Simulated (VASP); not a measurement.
Here is the system:

```
CELL_PARAMETERS angstrom
      3.74361     0.00000     0.00000
      0.00000     3.74361     0.00000
      0.00000     0.00000     3.74361
ATOMIC_POSITIONS crystal
  La 0.00000 0.00000 0.00000
  As 0.50000 0.50000 0.50000
```

Calculation: PBE GGA, VASP's PBE PAW potentials (set 64) (plane waves; VASP). Settings: 400 eV cut-off, Gaussian smearing of 0.050 eV, potentials La As.

**Question.** Predict the band gap (along the path) with the smallest direct gap where there is one.

**Answer.** 
```
Property                                                      Value
-------------------------  ----------------------------------------
band gap (along the path)  none (metal, semimetal or under 0.01 eV)
```

The structure was generated: LaAs was put into the CsCl type type (Pm-3m), which need not be its known phase. It was relaxed first, which changed the volume by -31 %.
